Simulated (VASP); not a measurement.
VASP runs on TiSe2 (1T layered) share one base input (PBE GGA, plane waves, VASP's PBE PAW potentials (set 64)) and change the settings named in each case.

### POSCAR
```
TiSe2
6.010
  0.2945091514  -0.5101048253   0.0000000000
  0.2945091514   0.5101048253   0.0000000000
  0.0000000000   0.0000000000   1.0000000000
Ti Se
1 2
Cart
  0.0000000000   0.0000000000   0.0000000000
  0.2945091514   0.1700352818   0.2550000000
  0.2945091514  -0.1700352818   0.7450000000
```

**INCAR**
```
ALGO=Normal
EDIFF=1E-6
ENCUT=400
GGA=PE
ISIF=2
ISMEAR=1
LASPH=T
LCHARG=F
LMAXMIX=4
LREAL=F
LWAVE=F
NELM=100
PREC=Accurate
SIGMA=0.1
SYSTEM=TiSe2
```

File KPOINTS:
```
Automatic mesh
0
Gamma
9 9 5
0 0 0
```

POTCAR, in this order: Ti_sv Se (PBE.64 set). Program: vasp_std.

```json
[
 {"change": "base run", "E(σ→0) (eV/atom)": "-6.0588", "pressure (GPa)": "1.17", "−TS (eV)": "-0.0005"},
 {"change": "LDAU = .TRUE., LDAUJ = 0 0, LDAUL = 2 -1, LDAUTYPE = 2, LDAUU = 1.0 0", "E(σ→0) (eV/atom)": "-5.8206", "pressure (GPa)": "1.97", "−TS (eV)": "-0.0007"},
 {"change": "LDAU = .TRUE., LDAUJ = 0 0, LDAUL = 2 -1, LDAUTYPE = 2, LDAUU = 2.0 0", "E(σ→0) (eV/atom)": "-5.5883", "pressure (GPa)": "2.84", "−TS (eV)": "-0.0002"},
 {"change": "LDAU = .TRUE., LDAUJ = 0 0, LDAUL = 2 -1, LDAUTYPE = 2, LDAUU = 3.0 0", "E(σ→0) (eV/atom)": "-5.3618", "pressure (GPa)": "3.71", "−TS (eV)": "0.0003"},
 {"change": "LDAU = .TRUE., LDAUJ = 0 0, LDAUL = 2 -1, LDAUTYPE = 2, LDAUU = 4.0 0", "E(σ→0) (eV/atom)": "-5.1413", "pressure (GPa)": "4.59", "−TS (eV)": "0.0002"},
 {"change": "LDAU = .TRUE., LDAUJ = 0 0, LDAUL = 2 -1, LDAUTYPE = 2, LDAUU = 5.0 0", "E(σ→0) (eV/atom)": "-4.9269", "pressure (GPa)": "5.52", "−TS (eV)": "-0.0001"},
 {"change": "LDAU = .TRUE., LDAUJ = 0 0, LDAUL = 2 -1, LDAUTYPE = 2, LDAUU = 6.0 0", "E(σ→0) (eV/atom)": "-4.7187", "pressure (GPa)": "___", "−TS (eV)": "0.0003"},
 {"change": "LDAU = .TRUE., LDAUJ = 0 0, LDAUL = 2 -1, LDAUTYPE = 2, LDAUU = 8.0 0", "E(σ→0) (eV/atom)": "-4.3188", "pressure (GPa)": "8.16", "−TS (eV)": "0.0001"},
 {"change": "LDAU = .TRUE., LDAUJ = 0 0, LDAUL = 2 -1, LDAUTYPE = 2, LDAUU = 5.0 0, LMAXMIX = 2", "E(σ→0) (eV/atom)": "-4.9269", "pressure (GPa)": "5.53", "−TS (eV)": "-0.0001"}
]
```

Q: Some entries are withheld; supply them.

A: 
- LDAU = .TRUE., LDAUJ = 0 0, LDAUL = 2 -1, LDAUTYPE = 2, LDAUU = 6.0 0, pressure (GPa): 6.45

Energies of different potentials or functionals have different zeros.

Left out are runs that ran out of time, are held back, or changed the cell or the kind of run, fixed moments of cells without a moment, rows past the twelfth, gaps on odd meshes, pressures of charged cells and columns that move by less than the noise.

The compound is TiSe2 in the 1T layered structure. The cell was not relaxed at this level.
